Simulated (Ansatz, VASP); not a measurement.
# Cross-check of KLiF3 between VASP and Ansatz

Wanted: the spread between two codes on one cell, functional and k mesh. The cell is generated by rule, not measured, and may not be a known phase. Of the first pair: The two relaxations start from unlike cells of this crystal (the structure described is Ansatz's start), so only their ends are compared.

Method: plane waves, with VASP 6.6.1 beside it; relaxation of cell and atoms at LDA, in Ansatz 0.2.0.

**1. The starting structure**

The structure is orthorhombic, space group Cmmm (No. 65). Conventional cell: a = 6.051 Å, b = 6.133 Å, c = 4.059 Å, α = 90.00°, β = 90.00°, γ = 90.00°. Nearest to K lie 12 F at 2.96 to 3.07 Å. Nearest to Li lie 6 F at 2.03 to 2.15 Å. Nearest to F lie 2 Li at 2.15 Å and 4 K at 2.96 Å. F has 2 Li at 2.03 Å and 4 K at 3.03 to 3.07 Å nearest. Farther neighbours and most contacts between anions are not listed.

**2. VASP: relaxation of cell and atoms, LDA, pair 1**

The relaxed volume is the usual yardstick between codes: in a stiff, nearly cubic crystal its relative difference is about their pressure difference at one cell divided by the bulk modulus.

Lines of VASP's logs that name or quote its potential files are left out, and so is its time.

INCAR reads:

```
SYSTEM = KLiF3
PREC = Accurate
ENCUT = 750
EDIFF = 1E-07
NELM = 120
ISMEAR = 0
SIGMA = 0.1
LREAL = .FALSE.
ALGO = Normal
GGA = CA
NBANDS = 22
LORBIT = 11
LWAVE = .FALSE.
LCHARG = .FALSE.
ISIF = 3
IBRION = 2
NSW = 80
EDIFFG = -0.005
LASPH = .TRUE.
GGA_COMPAT = .FALSE.
NELMIN = 4
KPAR = 2
```

POSCAR reads:

```
KLiF3
1.0
    2.6895492605     -2.7227769367      0.0000000000
    2.6895492605      2.7227769367      0.0000000000
    0.0000000000      0.0000000000      3.8223243997
K Li F
1 1 3
Direct
    0.0000000000      0.0000000000      0.5000000000
    0.5000000000      0.5000000000      0.0000000000
    0.5000000000      0.0000000000      0.0000000000
    0.0000000000      0.5000000000      0.0000000000
    0.5000000000      0.5000000000      0.5000000000
```

KPOINTS reads:

```
Automatic mesh
0
Gamma
6 6 6
0 0 0
```

PAW data sets: K_sv, Li_sv and F (LDA family, release 64).

The run is started by

```bash
> mpirun -np 2 vasp_std
```

Numbers of over 12 decimals in the logs are rounded to 6 here.

What it wrote:

```text
[banner, memory and clock lines left out]
running    2 mpi-ranks, on    1 nodes
 distrk:  each k-point on    1 cores,    2 groups
 distr:  one band on    1 cores,    1 groups

 POSCAR found type information on POSCAR K LiF
 POSCAR found :  3 types and       5 ions
 LDA part: xc-table for (Slater(with rela. corr.)+CA(PZ))
 , standard interpolation
 POSCAR, INCAR and KPOINTS ok, starting setup
 FFT: planning ... GRIDC
 FFT: planning ... GRID_SOFT
 FFT: planning ... GRID
 WAVECAR not read
 entering main loop
       N       E                     dE             d eps       ncg     rms          rms(c)
DAV:   1     0.332900447249E+03    0.33290E+03   -0.21546E+04  2288   0.199E+03
DAV:   2    -0.943727241036E+00   -0.33384E+03   -0.31980E+03  2660   0.478E+02
DAV:   3    -0.200652130417E+02   -0.19121E+02   -0.18599E+02  2986   0.108E+02
DAV:   4    -0.225903345893E+02   -0.25251E+01   -0.25211E+01  4268   0.218E+01
DAV:   5    -0.226065328653E+02   -0.16198E-01   -0.16197E-01  2894   0.226E+00    0.590E+00
DAV:   6    -0.216695667244E+02    0.93697E+00   -0.27160E+00  2722   0.134E+01    0.353E+00
DAV:   7    -0.216080960619E+02    0.61471E-01   -0.23361E-01  3418   0.316E+00    0.260E+00
DAV:   8    -0.216499917555E+02   -0.41896E-01   -0.20775E-01  3020   0.357E+00    0.342E+00
DAV:   9    -0.215671689250E+02    0.82823E-01   -0.15208E-01  2740   0.277E+00    0.432E-01
DAV:  10    -0.215664357089E+02    0.73322E-03   -0.11103E-02  3208   0.765E-01    0.176E-01
DAV:  11    -0.215663410685E+02    0.94640E-04   -0.11472E-03  3120   0.268E-01    0.601E-02
DAV:  12    -0.215663227596E+02    0.18309E-04   -0.91184E-05  3152   0.755E-02    0.390E-02
DAV:  13    -0.215663215070E+02    0.12526E-05   -0.25292E-05  3138   0.338E-02    0.247E-02
DAV:  14    -0.215663186635E+02    0.28434E-05   -0.39555E-06  3442   0.139E-02    0.861E-03
DAV:  15    -0.215663182307E+02    0.43281E-06   -0.38534E-07  2700   0.478E-03    0.130E-03
DAV:  16    -0.215663182272E+02    0.34584E-08   -0.42284E-08  1972   0.171E-03
   1 F= -.21566318E+02 E0= -.21538525E+02  d E =-.215663E+02
 curvature:   0.00 expect dE= 0.000E+00 dE for cont linesearch  0.000E+00
 trial: gam= 0.00000 g(F)=  0.386E-59 g(S)=  0.379E-03 ort = 0.000E+00 (trialstep = 0.100E+01)
 search vector abs. value=  0.379E-03
 bond charge predicted
       N       E                     dE             d eps       ncg     rms          rms(c)
DAV:   1    -0.215698529345E+02   -0.35347E-02   -0.67333E-02  2402   0.233E+00    0.443E-01
DAV:   2    -0.215667998474E+02    0.30531E-02   -0.11946E-02  2552   0.854E-01    0.100E-01
DAV:   3    -0.215666811680E+02    0.11868E-03   -0.61585E-04  3286   0.211E-01    0.131E-01
DAV:   4    -0.215666232383E+02    0.57930E-04   -0.32168E-04  3274   0.132E-01    0.786E-02
DAV:   5    -0.215665833295E+02    0.39909E-04   -0.90166E-05  4248   0.739E-02    0.394E-02
DAV:   6    -0.215665852391E+02   -0.19095E-05   -0.13086E-05  3492   0.290E-02    0.808E-03
DAV:   7    -0.215665846266E+02    0.61245E-06   -0.30968E-06  3768   0.130E-02    0.167E-03
DAV:   8    -0.215665847201E+02   -0.93435E-07   -0.66620E-07  3448   0.444E-03
   2 F= -.21566585E+02 E0= -.21538851E+02  d E =-.266493E-03
 trial-energy change:   -0.000266  1 .order   -0.000266   -0.000379   -0.000152
 step:   1.6464(harm=  1.6705)  dis= 0.00000  next Energy=   -21.566634 (dE=-0.316E-03)
 bond charge predicted
       N       E                     dE             d eps       ncg     rms          rms(c)
DAV:   1    -0.215680035946E+02   -0.14190E-02   -0.28226E-02  2408   0.151E+00    0.287E-01
DAV:   2    -0.215667274617E+02    0.12761E-02   -0.49997E-03  2480   0.552E-01    0.647E-02
DAV:   3    -0.215666763477E+02    0.51114E-04   -0.24822E-04  3298   0.135E-01    0.836E-02
DAV:   4    -0.215666531818E+02    0.23166E-04   -0.13243E-04  3214   0.849E-02    0.513E-02
DAV:   5    -0.215666363947E+02    0.16787E-04   -0.37794E-05  4290   0.479E-02    0.256E-02
DAV:   6    -0.215666371941E+02   -0.79936E-06   -0.53285E-06  3416   0.185E-02    0.508E-03
DAV:   7    -0.215666369524E+02    0.24168E-06   -0.12827E-06  3912   0.833E-03    0.105E-03
DAV:   8    -0.215666369886E+02   -0.36213E-07   -0.23687E-07  2554   0.277E-03
   3 F= -.21566637E+02 E0= -.21538942E+02  d E =-.318761E-03
 curvature:  -0.83 expect dE=-0.183E-05 dE for cont linesearch -0.122E-06
 trial: gam=-0.01389 g(F)=  0.672E-58 g(S)=  0.219E-05 ort = 0.746E-05 (trialstep = 0.113E+01)
 search vector abs. value=  0.206E-05
 reached required accuracy - stopping structural energy minimisation
```

Parts of OUTCAR (step 2):

```text
ion  position               nearest neighbor table
   1  0.000  0.000  0.500-   5 2.69   5 2.69   3 2.70   3 2.70   4 2.70   4 2.70   4 2.70   3 2.70
                             3 2.70   4 2.70   5 2.72   5 2.72
   2  0.500  0.500  0.000-   5 1.91   5 1.91   3 1.91   4 1.91   3 1.91   4 1.91
   3  0.500  0.000  0.000-   2 1.91   2 1.91   1 2.70   1 2.70   1 2.70   1 2.70
   4  0.000  0.500  0.000-   2 1.91   2 1.91   1 2.70   1 2.70   1 2.70   1 2.70
   5  0.500  0.500  0.500-   2 1.91   2 1.91   1 2.69   1 2.69   1 2.72   1 2.72

  LATTYP: Found a base centered orthorhombic cell.
 ALAT       =     5.3790985210
 B/A-ratio  =     1.0123543661
 C/A-ratio  =     0.7105882863

 Subroutine GETGRP returns: Found  8 space group operations
 (whereof  8 operations were pure point group operations)

The static configuration has the point symmetry D_2h.

 Found     52 irreducible k-points:

   k-points           NKPTS =     52   k-points in BZ     NKDIM =     52   number of bands    NBANDS=     22

   dimension x,y,z NGX =    36 NGY =   36 NGZ =   36
   dimension x,y,z NGXF=    72 NGYF=   72 NGZF=   72

   ENCUT  =  750.0 eV  55.12 Ry    7.42 a.u.   8.55  8.55  8.54*2*pi/ulx,y,z

   NELECT =      33.0000    total number of electrons

 k-points in reciprocal lattice and weights: Automatic mesh
   0.00000000  0.00000000  0.00000000       0.005
   0.16666667  0.00000000  0.00000000       0.019
   0.33333333  0.00000000  0.00000000       0.019
   0.50000000  0.00000000  0.00000000       0.009
   0.16666667  0.16666667  0.00000000       0.009
   0.33333333  0.16666667  0.00000000       0.019
   0.50000000  0.16666667  0.00000000       0.019
  -0.33333333  0.16666667  0.00000000       0.019
  -0.16666667  0.16666667  0.00000000       0.009
[...]
-0.33333333  0.33333333  0.50000000       0.009
   0.50000000  0.50000000  0.50000000       0.005

 average (electrostatic) potential at core
       1 -33.8829       2 -64.3323       3 -78.4188       4 -78.4188       5 -78.4193

 E-fermi :  -2.6195

 k-point     1 :       0.0000    0.0000    0.0000
  band No.  band energies     occupation
    ...
     12      -3.2044      2.00000
     13      -3.1828      2.00000
     14      -3.1621      2.00000
     15      -2.5918      0.69537
     16      -2.5776      0.55377
     17      -2.5609      0.40756
     18       6.6156      0.00000
     19       7.9343      0.00000
     20       7.9409      0.00000
     21      10.6742      0.00000
    ...

 k-point     2 :       0.1667    0.0000    0.0000
  band No.  band energies     occupation
    ...
     13      -3.2384      2.00000
     14      -3.2293      2.00000
     15      -2.7945      1.98670
     16      -2.6472      1.30545
     17      -2.6450      1.28223
     18       7.0762      0.00000
     19       8.2113      0.00000
     20       8.3313      0.00000
     21      10.7901      0.00000
     22      10.8311      0.00000

 k-point     3 :       0.3333    0.0000    0.0000
  band No.  band energies     occupation
    ...
     13      -3.3277      2.00000
     14      -3.3266      2.00000
     15      -3.2882      2.00000
     16      -2.8015      1.98995
     17      -2.7996      1.98918
     18       8.0377      0.00000
     19       8.7903      0.00000
     20       9.4371      0.00000
     21      11.0256      0.00000
     22      11.1145      0.00000

  Total       -0.0105449     -0.0037758      0.0100925     -0.0000000      0.0000000      0.0000000
  in kB       -0.3034335     -0.1086502      0.2904146     -0.0000000      0.0000000      0.0000000
  external PRESSURE =      -0.0405564 kB  Pullay stress =       0.0000000 kB

  energy-cutoff  :      750.00
  volume of cell :       55.68
      direct lattice vectors                 reciprocal lattice vectors
     2.684204224 -2.717664649  0.000000000     0.186274947 -0.183981493  0.000000000
     2.684204224  2.717664649  0.000000000     0.186274947  0.183981493  0.000000000
     0.000000000  0.000000000  3.816353326     0.000000000  0.000000000  0.262030246

 POSITION                                       TOTAL-FORCE (eV/Angst)
 -----------------------------------------------------------------------------------
      0.00000      0.00000      1.90818        -0.000000      0.000000      0.000000
      2.68420      0.00000      0.00000        -0.000000      0.000000      0.000000
      1.34210     -1.35883      0.00000        -0.000000      0.000000      0.000000
      1.34210      1.35883      0.00000        -0.000000      0.000000      0.000000
      2.68420      0.00000      1.90818         0.000000     -0.000000      0.000000
 -----------------------------------------------------------------------------------
    total drift:                                0.000000      0.000000     -0.000000

  FREE ENERGIE OF THE ION-ELECTRON SYSTEM (eV)
  ---------------------------------------------------
  free  energy   TOTEN  =       -21.5666369886 eV

  energy  without entropy=      -21.5112474611  energy(sigma->0) =      -21.53894222

 reached required accuracy - stopping structural energy minimisation

 total charge
# of ion       s       p       d       tot
------------------------------------------
    1        1.956   5.579   0.036   7.571
    2        2.026   0.086   0.000   2.112
    3        1.729   4.259   0.000   5.988
    4        1.729   4.259   0.000   5.988
    5        1.729   4.259   0.000   5.988
--------------------------------------------------
tot          9.169  18.443   0.036  27.648

[... 3 further parts left out ...]
```

CONTCAR:

```
KLiF3
   1.00000000000000
     2.6842042237166277   -2.7176646492246923    0.0000000000000000
     2.6842042237166277    2.7176646492246923    0.0000000000000000
     0.0000000000000000    0.0000000000000000    3.8163533260821265
  K               Li              F
     1     1     3
Direct
     0.0000000000000000    0.0000000000000000    0.5000000000000000
     0.5000000000000000    0.5000000000000000    0.0000000000000000
     0.5000000000000000    0.0000000000000000    0.0000000000000000
     0.0000000000000000    0.5000000000000000    0.0000000000000000
     0.5000000000000000    0.5000000000000000    0.5000000000000000
```

The k-mesh is coarse for a metal. The run keeps the 8 symmetry operations of its start, so it cannot find a distortion of lower symmetry.

(Part 1 of 3 ends here.)

[Lines on the potential files, build, host, timing and source positions are cut from VASP's logs without a mark.]

[Logs are printed without paths, hosts, clocks, repeated set-up lines and the standing remarks that a program may print on its own settings, such as how far it seeks lower states.]

[Hosts, paths, dates, database ids (printed as entryN), source tags and the programs' standing remarks are cut or masked in the printed files.]
